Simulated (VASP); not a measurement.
Input:

```
CELL_PARAMETERS angstrom
      0.00000     3.20350     3.20350
      3.20350     0.00000     3.20350
      3.20350     3.20350     0.00000
ATOMIC_POSITIONS crystal
  Mg 0.25000 0.25000 0.25000
  Mg 0.75000 0.75000 0.75000
  Ge 0.00000 0.00000 0.00000
```

Level of theory: PBE GGA, VASP's PBE PAW potentials (set 64) (plane waves; VASP). Run with 480 eV cut-off, 6×6×6 Γ-centred mesh, Gaussian smearing of 0.050 eV, potentials Mg Ge_d.

Task: What does the run give for the energy per atom (σ→0), band gap (on the k-mesh) with the smallest direct gap where there is one?

Result: 
The band gap (on the k-mesh) is 0.15 eV, the smallest direct gap (on the k-mesh) comes out as 0.98 eV and the energy per atom (σ→0) is -2.779 eV/atom.

Only differences to runs with the same potentials and settings are physical.

The compound is Mg2Ge in the antifluorite structure. It was relaxed first.
